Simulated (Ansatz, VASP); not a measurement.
Be2ZnTe2Se: VASP beside Ansatz

```
Be Zn Te Se
1.0
     3.78018    0.00000    0.00000
     0.00000    3.78018    0.00000
     0.00000    0.00000   11.62574
Be Zn Te Se
2 1 2 1
Direct
  0.50000 0.00000 0.01872
  0.00000 0.50000 0.01872
  0.00000 0.00000 0.45932
  0.50000 0.50000 0.88375
  0.00000 0.00000 0.15336
  0.50000 0.50000 0.46613
```

Change from the starting cell: species swapped into the LaYMn2Si2 type (P4mm, No. 99).

Alike in both runs: functional PBE; k mesh 4 × 4 × 4; occupations gaussian, width 0.1 eV; no spin polarisation.

Ansatz relaxed the structure, and its values are those at the end. VASP's run is a single point on that final structure, the one shown.

|  | VASP | Ansatz |
| --- | --- | --- |
| version | VASP 6.6.1 | Ansatz 0.2.0 |
| potentials or method | VASP PAW PBE potentials, release 64 (Be, Zn, Te, Se) | scalar-relativistic, plane waves, PAW |
| plane-wave cutoff (eV) | 520 | 420 |
| valence electrons in the cell | 34 | 64 |

Ansatz gave:

```
gap on the k mesh at the Fermi level (eV) : none
pressure (GPa)                            : 0.0
rms of the force components (eV/Å)        : 0.004
```

Task: What did VASP give for the same quantities?

Result: gap on the k mesh at the Fermi level (eV): none; pressure (GPa): 0.1; rms of the force components (eV/Å): 0.015.

A gap of «none» marks a metal or a gap that the smearing closes. With one functional, cell and mesh, what is left measures potentials, basis and numerics. The two sets of potentials don't hold the same shells in valence.

Caveats: the k mesh is coarse (spacing up to 0.42 Å⁻¹), so the values aren't converged. The runs have no spin-orbit coupling, so splittings on Te are missing.
